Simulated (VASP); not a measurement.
Input:

```
Os
1.0
    1.36549    -2.36510     0.00000
    1.36549     2.36510     0.00000
    0.00000     0.00000     4.30623
Os
2
Direct
  0.33333   0.66667   0.25000
  0.66667   0.33333   0.75000
```

The numbers are results of PBEsol GGA, VASP's PBE PAW potentials (set 64) (plane waves; VASP), not measurements. Settings: 400 eV cut-off, 17×17×10 Γ-centred mesh, tetrahedra with Blöchl corrections, potentials Os.

Unless said otherwise, spin-orbit coupling is left out, though it shifts the bands of the heavy elements here.

Task: What does the run give for the energy per atom (σ→0), band gap (on the k-mesh) with the smallest direct gap where there is one?

Result: 
```
Quantity                                                     Value
------------------------  ----------------------------------------
band gap (on the k-mesh)  none (metal, semimetal or under 0.01 eV)
energy per atom (σ→0)                      -1181.2 kJ/mol of atoms
```

The absolute energy has meaning only against runs of the same code, potentials and settings.

The compound is Os in the hcp structure. It was relaxed first.
